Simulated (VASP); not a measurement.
# Zr3MoC (Pm-3m) in VASP: settings compared

The runs below take Zr3MoC through relaxation of cell and atoms, electron localisation function, with PBE, RPBE, LAK.

Everything below comes from runs of VASP 6.6.1. Logs are shortened: lines on timing, memory, paths and dates and some standing lists are left out, and cuts for length are marked.

## 1. Starting point

Symmetry: Pm-3m, No. 221, cubic system. The conventional cell has a = 4.943 Å, b = 4.943 Å, c = 4.943 Å, α = 90.00°, β = 90.00°, γ = 90.00°. Zr (site symmetry 4/mmm) has 2 Mo at 2.47 Å as nearest neighbours. Around Mo (site symmetry m-3m) lie 6 Zr at 2.47 Å. C (site symmetry m-3m) has 12 Zr at 3.49 Å as nearest neighbours.

The cell was built by a generator and needn't be a form met in nature.

## 2. Relaxation of cell and atoms, PBE

INCAR reads:

```
PREC     = Accurate       # precision mode
ENCUT    = 600            # plane-wave cutoff, eV
EDIFF    = 1E-6           # SCF threshold, eV
ISMEAR   = 0              # smearing method
SIGMA    = 0.05           # smearing width, eV
LREAL    = False          # projectors in reciprocal space
LASPH    = True           # aspherical terms in the spheres
NELM     = 60             # most SCF steps
ALGO     = Normal         # electronic algorithm
ISIF     = 3              # what is computed and relaxed
LWAVE    = False          # write WAVECAR
LCHARG   = False          # write CHGCAR
GGA      = PE             # functional
IBRION   = 2              # ionic algorithm
NSW      = 40             # ionic steps
EDIFFG   = -0.005         # ionic threshold
```

KPOINTS reads:

```
Automatic mesh
0
Gamma
  6 6 6
```

POSCAR reads:

```
Zr3MoC
1.0
    4.9425100000      0.0000000000      0.0000000000
    0.0000000000      4.9425100000      0.0000000000
    0.0000000000      0.0000000000      4.9425100000
Zr Mo C
3 1 1
Direct
    0.5000000000      0.0000000000      0.0000000000
    0.0000000000      0.5000000000      0.0000000000
    0.0000000000      0.0000000000      0.5000000000
    0.0000000000      0.0000000000      0.0000000000
    0.5000000000      0.5000000000      0.5000000000
```

Potentials or basis: VASP PAW PBE potentials, release 64 (Zr_sv, Mo_sv, C).

The run is started by

```console
> cat potpaw_PBE.64/Zr_sv/POTCAR potpaw_PBE.64/Mo_sv/POTCAR potpaw_PBE.64/C/POTCAR > POTCAR
> mpirun -np 1 vasp_std > vasp.out
```

OUTCAR:

```text
PREC = Accurate
   ENCUT = 600
   EDIFF = 1E-6
   ISMEAR = 0
   LREAL = False
   LASPH = True
   NELM = 60
   ISIF = 3
   GGA = PE
   IBRION = 2
   NSW = 40
   EDIFFG = -0.005

 ion  position               nearest neighbor table
   1  0.500  0.000  0.000-   4 2.47   4 2.47   2 3.49   3 3.49   2 3.49   2 3.49   3 3.49   3 3.49
                             3 3.49   2 3.49
   2  0.000  0.500  0.000-   4 2.47   4 2.47   1 3.49   3 3.49   1 3.49   3 3.49   3 3.49   3 3.49
                             1 3.49   1 3.49
   3  0.000  0.000  0.500-   4 2.47   4 2.47   1 3.49   1 3.49   2 3.49   2 3.49   2 3.49   2 3.49
                             1 3.49   1 3.49
   4  0.000  0.000  0.000-   1 2.47   2 2.47   3 2.47   3 2.47   2 2.47   1 2.47
   5  0.500  0.500  0.500-

  LATTYP: Found a simple cubic cell.
 ALAT       =     4.9425100000

  Lattice vectors:

 A1 = (   4.9425100000,   0.0000000000,   0.0000000000)
 A2 = (   0.0000000000,   4.9425100000,   0.0000000000)
 A3 = (   0.0000000000,   0.0000000000,   4.9425100000)

Analysis of symmetry for initial positions (statically):
=====================================================================
 Subroutine PRICEL returns:
 Original cell was already a primitive cell.

 Routine SETGRP: Setting up the symmetry group for a
 simple cubic supercell.

 Subroutine GETGRP returns: Found 48 space group operations
 (whereof 48 operations were pure point group operations)
 out of a pool of 48 trial point group operations.

The static configuration has the point symmetry O_h .

Analysis of symmetry for dynamics (positions and initial velocities):
=====================================================================
 Subroutine PRICEL returns:
 Original cell was already a primitive cell.

 Routine SETGRP: Setting up the symmetry group for a
 simple cubic supercell.

 Subroutine GETGRP returns: Found 48 space group operations
 (whereof 48 operations were pure point group operations)
 out of a pool of 48 trial point group operations.

The dynamic configuration has the point symmetry O_h .

 Subroutine INISYM returns: Found 48 space group operations
 (whereof 48 operations are pure point group operations),
 and found     1 'primitive' translations

----------------------------------------------------------------------------------------

                                     Primitive cell

  volume of cell :     120.7376

  direct lattice vectors                    reciprocal lattice vectors
     4.942510000  0.000000000  0.000000000     0.202326348  0.000000000  0.000000000
     0.000000000  4.942510000  0.000000000     0.000000000  0.202326348  0.000000000
     0.000000000  0.000000000  4.942510000     0.000000000  0.000000000  0.202326348

  length of vectors
     4.942510000  4.942510000  4.942510000     0.202326348  0.202326348  0.202326348

  position of ions in fractional coordinates (direct lattice)
     0.500000000  0.000000000  0.000000000
     0.000000000  0.500000000  0.000000000
     0.000000000  0.000000000  0.500000000
     0.000000000  0.000000000  0.000000000
     0.500000000  0.500000000  0.500000000

  ion indices of the primitive-cell ions
   primitive index   ion index
                 1           1
                 2           2
                 3           3
                 4           4
                 5           5

----------------------------------------------------------------------------------------

 KPOINTS: Automatic mesh

Automatic generation of k-mesh.
 Grid dimensions read from file:
 generate k-points for:    6    6    6

 Generating k-lattice:

  Cartesian coordinates                     Fractional coordinates (reciprocal lattice)
     0.033721058  0.000000000  0.000000000     0.166666667  0.000000000  0.000000000
     0.000000000  0.033721058  0.000000000     0.000000000  0.166666667  0.000000000
     0.000000000  0.000000000  0.033721058     0.000000000  0.000000000  0.166666667

  Length of vectors
     0.033721058  0.033721058  0.033721058

  Shift w.r.t. Gamma in fractional coordinates (k-lattice)
     0.000000000  0.000000000  0.000000000

 Subroutine IBZKPT returns following result:
 ===========================================

 Found     20 irreducible k-points:

 Following reciprocal coordinates:
            Coordinates               Weight
  0.000000  0.000000  0.000000      1.000000
  0.166667  0.000000  0.000000      6.000000
  0.333333  0.000000  0.000000      6.000000
  0.500000  0.000000  0.000000      3.000000
  0.166667  0.166667  0.000000     12.000000
  0.333333  0.166667  0.000000     24.000000
[... 12 lines left out ...]
  0.500000  0.500000  0.333333      6.000000
  0.500000  0.500000  0.500000      1.000000
   k-points           NKPTS =     20   k-points in BZ     NKDIM =     20   number of bands    NBANDS=     32
   number of dos      NEDOS =    301   number of ions     NIONS =      5
   total plane-waves  NPLWV =  64000
   dimension x,y,z NGX =    40 NGY =   40 NGZ =   40
   dimension x,y,z NGXF=    80 NGYF=   80 NGZF=   80
   ions per type =               3   1   1
   NGX,Y,Z   is equivalent  to a cutoff of  13.45, 13.45, 13.45 a.u.
   NGXF,Y,Z  is equivalent  to a cutoff of  26.91, 26.91, 26.91 a.u.
 SYSTEM =  unknown system
   PREC   = accura    normal or accurate (medium, high low for compatibility)
   ISTART =      0    job   : 0-new  1-cont  2-samecut
   ICHARG =      2    charge: 1-file 2-atom 10-const
   ISPIN  =      1    spin polarized calculation?
   LNONCOLLINEAR =      F non collinear calculations
   LSORBIT =      F    spin-orbit coupling
   LASPH  =      T    aspherical Exc in radial PAW
   ENCUT  =  600.0 eV  44.10 Ry    6.64 a.u.   9.87  9.87  9.87*2*pi/ulx,y,z
   NELM   =     60;   NELMIN=  2; NELMDL= -5     # of ELM steps
   EDIFF  = 0.1E-05   stopping-criterion for ELM
   LREAL  =      F    real-space projection
   EDIFFG = -.5E-02   stopping-criterion for IOM
   NSW    =     40    number of steps for IOM
   IBRION =      2    ionic relax: 0-MD 1-quasi-New 2-CG
   NFREE  =      1    steps in history (QN), initial steepest desc. (CG)
   ISIF   =      3    stress and relaxation
   ISYM   =      2    0-nonsym 1-usesym 2-fastsym
   POTIM  = 0.5000    time-step for ionic-motion
   TEBEG  =    0.0;   TEEND  =   0.0 temperature during run
   PSTRESS=    0.0 pullay stress
   NELECT =      54.0000    total number of electrons
   NUPDOWN=      -1.0000    fix difference up-down
   EMIN   =  10.00;   EMAX   =-10.00  energy-range for DOS
   EFERMI =   0.00;   METHOD = LEGACY
   ISMEAR =     0;   SIGMA  =   0.05  broadening in eV -4-tet -1-fermi 0-gaus
   EFERMI_NEDOS =   21; number of points for ismear=-14 and -15
   IALGO  =     38    algorithm
   IMIX   =      4    mixing-type and parameters
     AMIX     =   0.40;   BMIX     =  1.00
     AMIX_MAG =   1.60;   BMIX_MAG =  1.00
  volume/ion in A,a.u.               =      24.15       162.96
  Fermi-wavevector in a.u.,A,eV,Ry     =   1.251964  2.365869 21.325962  1.567414
  Thomas-Fermi vector in A             =   2.385887
   LORBIT       =      0    0 simple, 1 ext, 2 COOP (PROOUT), +10 PAW based schemes
   GGA     = PE    functional components
   LHFCALC =     F    Hartree Fock is set to
   AEXX    =    0.0000 exact exchange contribution
   IVDW    =     0    specifies the selected vdW correction
   LEPSILON=     F    determine dielectric tensor
   LRPA    =     F    only Hartree local field effects (RPA)
 conjugate gradient relaxation of ions
 non-spin polarized calculation
 Gauss-broadening in eV      SIGMA  =   0.05
  energy-cutoff  :      600.00
  volume of cell :      120.74
 maximum number of plane-waves:      4068
 NGX is ok and might be reduce to    40
   NGX = 19   NGY = 19   NGZ = 19

--------------------------------------- Ionic step        1  -------------------------------------------

 number of electron      54.0000001 magnetization

 Free energy of the ion-electron system (eV)
  ---------------------------------------------------
  ext. energy  EPLUGINS =         0.00000000
  ---------------------------------------------------
  free energy    TOTEN  =       -36.37116230 eV

  energy without entropy =      -36.35760195  energy(sigma->0) =      -36.36438213

------------------------ aborting loop because EDIFF is reached ----------------------------------------

  FORCE on cell =-STRESS in cart. coord.  units (eV):
  Direction    XX          YY          ZZ          XY          YZ          ZX
  --------------------------------------------------------------------------------------
  -------------------------------------------------------------------------------------
  Total       -0.1636184     -0.1636184     -0.1636184     -0.0000000      0.0000000      0.0000000
  in kB       -2.1712017     -2.1712017     -2.1712017     -0.0000000      0.0000000      0.0000000
  external PRESSURE =      -2.1712017 kB  Pullay stress =       0.0000000 kB
[... 63 lines left out ...]
  energy  without entropy=      -36.3580547917  energy(sigma->0) =      -36.36468517

--------------------------------------- Ionic step        3  -------------------------------------------

 number of electron      54.0000000 magnetization

 Free energy of the ion-electron system (eV)
  ---------------------------------------------------
  ext. energy  EPLUGINS =         0.00000000
  ---------------------------------------------------
  free energy    TOTEN  =       -36.37140695 eV

  energy without entropy =      -36.35803738  energy(sigma->0) =      -36.36472216

 E-fermi :   6.2687     XC(G=0): -10.1029

 val. band max:        6.2655551287   @ k =   0.5000   0.1667   0.1667
 cond. band min:       6.2712616113   @ k =   0.3333   0.3333   0.1667
 fundamental gap:      0.0057064826
 Fermi energy:         6.2686776939

 k-point     1 :       0.0000    0.0000    0.0000
  band No.  band energies     occupation
      1     -53.6981      2.00000
      2     -42.8959      2.00000
      3     -42.8731      2.00000
      4     -42.8731      2.00000
      5     -28.2654      2.00000
      6     -28.2654      2.00000
[... 721 lines left out ...]
  FREE ENERGIE OF THE ION-ELECTRON SYSTEM (eV)
  ---------------------------------------------------
  free  energy   TOTEN  =       -36.3714069496 eV

  energy  without entropy=      -36.3580373781  energy(sigma->0) =      -36.36472216

 reached required accuracy - stopping structural energy minimisation
```

It took 99 s on 1 thread of Intel Xeon 6975P-C (Granite Rapids), shared host; peak memory 0.29 GiB.

What came out:

```
Free energy                            : -36.3714 eV
Relaxed volume                         : 24.08 Å³/atom
Relaxed cell                           : a = 4.938 Å, b = 4.938 Å, c = 4.938 Å, α = 90.00°, β = 90.00°, γ = 90.00°
Space group after relaxing (to 0.05 Å) : Pm-3m (No. 221)
Energy gained by relaxing              : 0.0 meV/atom
Ionic steps                            : 3
Pressure after relaxing                : 0.0 GPa
Band gap on the k mesh                 : none (metal or under the smearing width)
```

Step by step:
```csv
step,energy change (eV),largest force (eV/Å),pressure (GPa),volume (Å³)
1,0.0000,0.0000,-0.22,120.74
2,-0.0002,0.0000,0.13,120.17
3,-0.0002,0.0000,0.00,120.38
```

Final structure:
```
CELL_PARAMETERS angstrom
4.93764 0.00000 0.00000
0.00000 4.93764 0.00000
0.00000 0.00000 4.93764
ATOMIC_POSITIONS crystal
Zr 0.50000 0.00000 0.00000
Zr 0.00000 0.50000 0.00000
Zr 0.00000 0.00000 0.50000
Mo 0.00000 0.00000 0.00000
C 0.50000 0.50000 0.50000
```

Levels at points of the mesh, in eV from the Fermi level:
```csv
k point,band 23,band 24,band 25,band 26,band 27,band 28,band 29,band 30,band 31,band 32
"(0.00, 0.00, 0.00)",-3.16,-0.84,-0.84,-0.47,-0.43,-0.43,-0.43,1.79,1.79,1.79
"(0.50, 0.00, 0.00)",-2.06,-0.42,-0.30,-0.30,-0.05,0.12,0.12,0.20,1.36,1.51
"(0.50, 0.50, 0.00)",-1.32,-1.32,-0.57,-0.27,-0.27,-0.20,0.25,1.46,1.46,1.69
"(0.50, 0.50, 0.50)",-1.84,0.05,0.05,0.05,0.20,0.36,0.36,0.36,0.55,0.55
```

(Part 1 of 3 ends here.)
